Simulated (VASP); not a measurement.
All values below come from PBE GGA, VASP's PBE PAW potentials (set 64) (plane waves; VASP).

VASP input:

### POSCAR
```
InP
1
    0.0000000000     2.9937000000     2.9937000000
    2.9937000000     0.0000000000     2.9937000000
    2.9937000000     2.9937000000     0.0000000000
In P
1 1
Direct
  0.0000000000   0.0000000000   0.0000000000
  0.2500000000   0.2500000000   0.2500000000
```

### INCAR
```
# general
SYSTEM  = InP
PREC    = Accurate
ENCUT   = 400
LREAL   = .FALSE.   # projection in real space or not
LASPH   = .TRUE.

# electronic loop
EDIFF   = 1E-6
NELM    = 100
ALGO    = Normal   # blocked Davidson
IMIX    = 1
AMIX    = 0.2
BMIX    = 0.0001
LMAXMIX = 4

# smearing
ISMEAR  = 0   # Gaussian
SIGMA   = 0.05

# functional
GGA     = PE   # PBE

# ions
ISIF    = 2   # forces and stress, cell fixed

# output
LWAVE   = .FALSE.
LCHARG  = .FALSE.
```

### KPOINTS
```
Regular mesh
0
Gamma
 7 7 7
```

POTCAR, in this order: In_d P (PBE.64 set). Program: vasp_std.

The run wrote:

**OSZICAR**
```
       N       E                     dE             d eps       ncg     rms          rms(c)
DAV:   1     0.105964714469E+03    0.10596E+03   -0.74013E+03   520   0.127E+03
DAV:   2    -0.978868240723E+00   -0.10694E+03   -0.10423E+03   530   0.297E+02
DAV:   3    -0.858931558709E+01   -0.76104E+01   -0.75540E+01   685   0.868E+01
DAV:   4    -0.878995700583E+01   -0.20064E+00   -0.20051E+00   618   0.160E+01
DAV:   5    -0.879891540795E+01   -0.89584E-02   -0.89581E-02   799   0.278E+00    0.513E+00
DAV:   6    -0.850934059495E+01    0.28957E+00   -0.29623E-01   773   0.914E+00    0.407E+00
DAV:   7    -0.843262063523E+01    0.76720E-01   -0.12380E-01   750   0.406E+00    0.309E+00
DAV:   8    -0.841199358381E+01    0.20627E-01   -0.28765E-02   776   0.179E+00    0.245E+00
DAV:   9    -0.840540454850E+01    0.65890E-02   -0.61464E-03   734   0.814E-01    0.195E+00
DAV:  10    -0.840296827886E+01    0.24363E-02   -0.21083E-03   797   0.393E-01    0.154E+00
DAV:  11    -0.840195165663E+01    0.10166E-02   -0.63175E-04   695   0.200E-01    0.122E+00
DAV:  12    -0.840149658847E+01    0.45507E-03   -0.29209E-04   641   0.128E-01    0.968E-01
DAV:  13    -0.840129446479E+01    0.20212E-03   -0.15007E-04   595   0.921E-02    0.764E-01
DAV:  14    -0.840121305982E+01    0.81405E-04   -0.91131E-05   620   0.730E-02    0.601E-01
DAV:  15    -0.840119026087E+01    0.22799E-04   -0.57773E-05   585   0.581E-02    0.473E-01
DAV:  16    -0.840119451754E+01   -0.42567E-05   -0.37453E-05   590   0.464E-02    0.372E-01
DAV:  17    -0.840120966516E+01   -0.15148E-04   -0.24574E-05   610   0.373E-02    0.293E-01
DAV:  18    -0.840122763127E+01   -0.17966E-04   -0.16031E-05   600   0.299E-02    0.230E-01
DAV:  19    -0.840124468041E+01   -0.17049E-04   -0.10632E-05   590   0.242E-02    0.182E-01
DAV:  20    -0.840125934749E+01   -0.14667E-04   -0.70430E-06   605   0.196E-02    0.143E-01
DAV:  21    -0.840127128915E+01   -0.11942E-04   -0.46799E-06   605   0.159E-02    0.113E-01
DAV:  22    -0.840128068223E+01   -0.93931E-05   -0.31120E-06   595   0.130E-02    0.896E-02
DAV:  23    -0.840128790055E+01   -0.72183E-05   -0.20838E-06   589   0.105E-02    0.710E-02
DAV:  24    -0.840129335770E+01   -0.54571E-05   -0.13826E-06   560   0.859E-03    0.564E-02
DAV:  25    -0.840129743102E+01   -0.40733E-05   -0.91477E-07   436   0.718E-03    0.449E-02
DAV:  26    -0.840130044891E+01   -0.30179E-05   -0.70696E-07   410   0.673E-03    0.357E-02
DAV:  27    -0.840130267345E+01   -0.22245E-05   -0.46807E-07   385   0.589E-03    0.284E-02
DAV:  28    -0.840130431005E+01   -0.16366E-05   -0.34093E-07   350   0.514E-03    0.227E-02
DAV:  29    -0.840130550564E+01   -0.11956E-05   -0.22827E-07   305   0.445E-03    0.182E-02
DAV:  30    -0.840130638316E+01   -0.87752E-06   -0.16792E-07   330   0.376E-03
   1 F= -.84013064E+01 E0= -.84013064E+01  d E =-.619276E-09
```

### OUTCAR
```
------------------------ aborting loop because EDIFF is reached ----------------------------------------
  FORCE on cell =-STRESS in cart. coord.  units (eV):
  Direction    XX          YY          ZZ          XY          YZ          ZX
  --------------------------------------------------------------------------------------
  Total       -0.2818879     -0.2818879     -0.2818879      0.0000000     -0.0000000      0.0000000
  in kB       -8.4165141     -8.4165141     -8.4165141      0.0000000     -0.0000000      0.0000000
  external PRESSURE =      -8.4165141 kB  Pullay stress =       0.0000000 kB
  volume of cell :       53.66
      direct lattice vectors                 reciprocal lattice vectors
     0.000000000  2.993700000  2.993700000    -0.167017403  0.167017403  0.167017403
     2.993700000  0.000000000  2.993700000     0.167017403 -0.167017403  0.167017403
     2.993700000  2.993700000  0.000000000     0.167017403  0.167017403 -0.167017403
  FREE ENERGIE OF THE ION-ELECTRON SYSTEM (eV)
  ---------------------------------------------------
  free  energy   TOTEN  =        -8.4013063832 eV

  energy  without entropy=       -8.4013063825  energy(sigma->0) =       -8.40130638
```
(Selected blocks of OUTCAR.)

**OUTCAR**
```
 val. band max:        4.5159039237   @ k =   0.0000   0.0000   0.0000

 cond. band min:       4.8769399805   @ k =   0.0000   0.0000   0.0000


 Fermi energy:         4.6999714247

 k-point     1 :       0.0000    0.0000    0.0000
  band No.  band energies     occupation
      1      -9.5608      2.00000
      2      -9.5608      2.00000
      3      -9.5608      2.00000
      4      -9.4384      2.00000
      5      -9.4384      2.00000
      6      -6.5829      2.00000
      7       4.5159      2.00000
      8       4.5159      2.00000
      9       4.5159      2.00000
     10       4.8769      0.00000
     11       8.6005      0.00000
     12       8.6005      0.00000
     13       8.6005      0.00000

 k-point     2 :       0.1429    0.0000    0.0000
  band No.  band energies     occupation
      1      -9.5790      2.00000
      2      -9.5532      2.00000
      3      -9.5532      2.00000
      4      -9.4382      2.00000
      5      -9.4382      2.00000
      6      -6.3740      2.00000
      7       2.7006      2.00000
      8       4.3052      2.00000
      9       4.3052      2.00000
     10       6.0053      0.00000
     11       8.7768      0.00000
     12       8.9201      0.00000
     13       8.9201      0.00000

 k-point     3 :       0.2857    0.0000    0.0000
  band No.  band energies     occupation
      1      -9.6180      2.00000
      2      -9.5387      2.00000
      3      -9.5387      2.00000
      4      -9.4349      2.00000
      5      -9.4349      2.00000
      6      -5.8098      2.00000
      7       0.7240      2.00000
      8       3.9208      2.00000
      9       3.9208      2.00000
     10       6.0782      0.00000
     11       9.3190      0.00000
     12       9.3190      0.00000
     13      10.0479      0.00000

 k-point     4 :       0.4286    0.0000    0.0000
  band No.  band energies     occupation
      1      -9.6479      2.00000
      2      -9.5305      2.00000
      3      -9.5305      2.00000
...
```

Unless said otherwise, spin-orbit coupling is left out, though it shifts the bands of the heavy elements here.

The compound is InP in the zinc blende structure. The cell was not relaxed at this level. The run is one of a series of settings (AMIX = 0.2, BMIX = 0.0001, IMIX = 1 against the base run), some of them coarse on purpose.
